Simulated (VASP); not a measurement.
Calculation: PBE GGA, VASP's PBE PAW potentials (set 64) (plane waves; VASP 6.6.1).

VASP ran on this input.

File POSCAR:
```
Ti16Si
1
    5.8437788940     0.0000000000     0.0000000000
    2.9218894470     5.0608610929     0.0000000000
    0.0000000000     0.0000000000    20.8060005461
Ti Si
16 1
Direct
  0.8341215672   0.3329387164   0.3376524150
  0.3329387164   0.3329387164   0.3376524150
  0.8333330000   0.8333330000   0.3375594151
  0.3329387164   0.8341215672   0.3376524150
  0.9998747485   0.9998747485   0.4400897364
  0.5002505029   0.9998747485   0.4400897364
  0.9998747485   0.5002505029   0.4400897364
  0.5000000000   0.5000000000   0.4412574306
  0.8223407866   0.3388291067   0.5579352517
  0.3388291067   0.3388291067   0.5579352517
  0.8333330000   0.8333330000   0.5546315623
  0.3388291067   0.8223407866   0.5579352517
  0.0026025472   0.0026025472   0.6602353968
  0.4947949056   0.0026025472   0.6602353968
  0.0026025472   0.4947949056   0.6602353968
  0.5000000000   0.5000000000   0.6712382287
  0.1666670000   0.1666670000   0.7519139638
```

**INCAR**
```
# general
SYSTEM =Ti16Si
PREC   =Normal
ENCUT  =400   # plane-wave cut-off (eV)
LREAL  =.FALSE.   # projection in real space or not
LASPH  =.TRUE.   # aspherical one-centre terms

# electronic loop
EDIFF  =1E-6
NELM   =100   # most electronic steps
NELMIN =4
ALGO   =Normal   # blocked Davidson
LMAXMIX=4   # l cut-off of mixed one-centre charges

# smearing
ISMEAR =1
SIGMA  =0.1   # width (eV)

# functional
GGA    =PE   # PBE

# output
LWAVE  =.FALSE.
LCHARG =.FALSE.
LORBIT =11
LVHAR  =.TRUE.

# other
LDIPOL =.TRUE.
IDIPOL =3
DIPOL  =0.5 0.5 0.5
```

File KPOINTS:
```
Automatic mesh
0
Gamma
5 5 1
0 0 0
```

POTCAR, in this order: Ti Si (PBE.64 set). Program: vasp_std. Read from the step before: WAVECAR.

What VASP printed:

OUTCAR:
```
 ion  position               nearest neighbor table
   1  0.834  0.333  0.338-   5 2.72   7 2.72   8 2.74   2 2.91   4 2.91   3 2.92   3 2.92   2 2.93
                             4 2.93
   2  0.333  0.333  0.338-   7 2.72   6 2.72   8 2.74   1 2.91   4 2.91   3 2.92   3 2.92   1 2.93
                             4 2.93
   3  0.833  0.833  0.338-   6 2.72   7 2.72   5 2.72   4 2.92   4 2.92   1 2.92   2 2.92   2 2.92
                             1 2.92
   4  0.333  0.834  0.338-   5 2.72   6 2.72   8 2.74   2 2.91   1 2.91   3 2.92   3 2.92   1 2.93
                             2 2.93
   5  1.000  1.000  0.440-   4 2.72   1 2.72   3 2.72  11 2.92   6 2.92   7 2.92   8 2.92   8 2.92
                             6 2.92   7 2.92  12 2.99   9 2.99
   6  0.500  1.000  0.440-   2 2.72   4 2.72   3 2.72  11 2.92   5 2.92   7 2.92   8 2.92   8 2.92
                             5 2.92   7 2.92  10 2.99  12 2.99
   7  1.000  0.500  0.440-   2 2.72   1 2.72   3 2.72  11 2.92   6 2.92   5 2.92   8 2.92   8 2.92
                             6 2.92   5 2.92  10 2.99   9 2.99
   8  0.500  0.500  0.441-   1 2.74   4 2.74   2 2.74   7 2.92   7 2.92   6 2.92   5 2.92   5 2.92
                             6 2.92   9 2.92  12 2.92  10 2.92
   9  0.822  0.339  0.558-  13 2.73  15 2.73  10 2.83  12 2.83  16 2.87  11 2.92  11 2.92   8 2.92
                             5 2.99   7 2.99  10 3.02  12 3.02
  10  0.339  0.339  0.558-  15 2.73  14 2.73   9 2.83  12 2.83  16 2.87  11 2.92  11 2.92   8 2.92
                             7 2.99   6 2.99   9 3.02  12 3.02
  11  0.833  0.833  0.555-  14 2.79  15 2.79  13 2.79   6 2.92   7 2.92   5 2.92  12 2.92  12 2.92
                            10 2.92   9 2.92   9 2.92  10 2.92
  12  0.339  0.822  0.558-  13 2.73  14 2.73   9 2.83  10 2.83  16 2.87  11 2.92  11 2.92   8 2.92
                             5 2.99   6 2.99   9 3.02  10 3.02
  13  0.003  0.003  0.660-  17 2.53  12 2.73   9 2.73  11 2.79  14 2.88  15 2.88  16 2.93  16 2.93
                            14 2.97  15 2.97
  14  0.495  0.003  0.660-  17 2.53  10 2.73  12 2.73  11 2.79  13 2.88  15 2.88  16 2.93  16 2.93
                            13 2.97  15 2.97
  15  0.003  0.495  0.660-  17 2.53  10 2.73   9 2.73  11 2.79  14 2.88  13 2.88  16 2.93  16 2.93
                            14 2.97  13 2.97
  16  0.500  0.500  0.671-   9 2.87  12 2.87  10 2.87  15 2.93  15 2.93  14 2.93  13 2.93  14 2.93
                            13 2.93
  17  0.167  0.167  0.752-  14 2.53  15 2.53  13 2.53
  LATTYP: Found a hexagonal cell.
 ALAT       =     5.8437789950
 C/A-ratio  =     3.5603674547
 Subroutine PRICEL returns:
 Original cell was already a primitive cell.
 Subroutine GETGRP returns: Found  6 space group operations
...
```

**OSZICAR**
```
       N       E                     dE             d eps       ncg     rms          rms(c)
DAV:   1    -0.122703763597E+03   -0.12270E+03   -0.14256E-02   820   0.460E-01    0.300E-01
DAV:   2    -0.123447521100E+03   -0.74376E+00   -0.50199E+00   836   0.703E+00    0.596E+00
DAV:   3    -0.122691228667E+03    0.75629E+00   -0.45037E+00   836   0.659E+00    0.166E-01
DAV:   4    -0.122701840517E+03   -0.10612E-01   -0.11280E-01   716   0.100E+00    0.248E-01
DAV:   5    -0.122701230012E+03    0.61050E-03   -0.15012E-02   700   0.444E-01    0.118E-01
DAV:   6    -0.122701137193E+03    0.92819E-04   -0.41233E-03   708   0.255E-01    0.922E-02
DAV:   7    -0.122701026516E+03    0.11068E-03   -0.44631E-04   676   0.860E-02    0.539E-02
DAV:   8    -0.122701015870E+03    0.10646E-04   -0.60488E-05   724   0.295E-02    0.481E-02
DAV:   9    -0.122701002634E+03    0.13236E-04   -0.42681E-05   700   0.248E-02    0.370E-02
DAV:  10    -0.122700979215E+03    0.23418E-04   -0.45720E-05   740   0.259E-02    0.221E-02
DAV:  11    -0.122700975267E+03    0.39487E-05   -0.15573E-05   676   0.151E-02    0.163E-02
DAV:  12    -0.122700972152E+03    0.31149E-05   -0.65105E-06   508   0.972E-03    0.112E-02
DAV:  13    -0.122700970536E+03    0.16154E-05   -0.46853E-06   492   0.748E-03    0.672E-03
DAV:  14    -0.122700970154E+03    0.38202E-06   -0.31073E-06   404   0.708E-03
   1 F= -.12270097E+03 E0= -.12269975E+03  d E =-.366048E-02
```

### OUTCAR
```
------------------------ aborting loop because EDIFF is reached ----------------------------------------
  FORCE on cell =-STRESS in cart. coord.  units (eV):
  Direction    XX          YY          ZZ          XY          YZ          ZX
  --------------------------------------------------------------------------------------
  Total       -1.1049361     -1.1049362     -0.3330020      0.0000000      0.0000000      0.0000000
  in kB       -2.8770073     -2.8770074     -0.8670630      0.0000000      0.0000000      0.0000000
  external PRESSURE =      -2.2070259 kB  Pullay stress =       0.0000000 kB
  volume of cell :      615.33
      direct lattice vectors                 reciprocal lattice vectors
     5.843778894  0.000000000  0.000000000     0.171122149 -0.098797416  0.000000000
     2.921889447  5.060861093  0.000000000     0.000000000  0.197594833  0.000000000
     0.000000000  0.000000000 20.806000546     0.000000000  0.000000000  0.048063057
 POSITION                                       TOTAL-FORCE (eV/Angst)
 -----------------------------------------------------------------------------------
      5.84723      1.68496      7.02520        -0.000081      0.000047      0.012285
      2.91843      1.68496      7.02520         0.000081      0.000047      0.012285
      7.30472      4.21738      7.02326         0.000000      0.000000     -0.014043
      4.38283      4.22137      7.02520         0.000000     -0.000094      0.012285
      8.76457      5.06023      9.15651         0.009167      0.005293      0.008331
      5.84488      5.06023      9.15651        -0.009167      0.005293      0.008331
      7.30472      2.53170      9.15651        -0.000000     -0.010585      0.008331
      4.38283      2.53043      9.18080         0.000000      0.000000      0.019139
      5.79560      1.71477     11.60840         0.004705     -0.002716     -0.004567
      2.97006      1.71477     11.60840        -0.004705     -0.002716     -0.004567
      7.30472      4.21738     11.53966         0.000000      0.000000     -0.028807
      4.38283      4.16175     11.60840         0.000000      0.005433     -0.004567
      0.02281      0.01317     13.73686        -0.017027     -0.009830      0.001684
      2.89908      0.01317     13.73686         0.017027     -0.009830      0.001684
      1.46094      2.50409     13.73686         0.000000      0.019661      0.001684
      4.38283      2.53043     13.96578         0.000000      0.000000     -0.002702
      1.46095      0.84348     15.64432         0.000000      0.000000     -0.026783
 -----------------------------------------------------------------------------------
    total drift:                               -0.000645     -0.000373     -0.003172
  FREE ENERGIE OF THE ION-ELECTRON SYSTEM (eV)
  ---------------------------------------------------
  free  energy   TOTEN  =      -122.7009701543 eV

  energy  without entropy=     -122.6973096765  energy(sigma->0) =     -122.69975000

 total charge

# of ion       s       p       d       tot
------------------------------------------
    1        0.568   0.458   2.386   3.412
    2        0.568   0.458   2.386   3.412
    3        0.569   0.462   2.385   3.417
    4        0.568   0.458   2.386   3.412
    5        0.562   0.616   2.411   3.588
    6        0.562   0.616   2.411   3.588
    7        0.562   0.616   2.411   3.588
    8        0.560   0.625   2.406   3.591
    9        0.553   0.613   2.385   3.550
   10        0.553   0.613   2.385   3.550
   11        0.558   0.597   2.404   3.560
   12        0.553   0.613   2.385   3.550
   13        0.555   0.584   2.406   3.545
   14        0.555   0.584   2.406   3.545
   15        0.555   0.584   2.406   3.545
   16        0.503   0.431   2.298   3.232
   17        0.857   0.770   0.000   1.627
--------------------------------------------------
tot          9.758   9.698  38.258  57.715
```
(Selected blocks of OUTCAR.)

The cell is a thin slab with vacuum, built from Ti (hcp): (001) face, Si adsorbed.
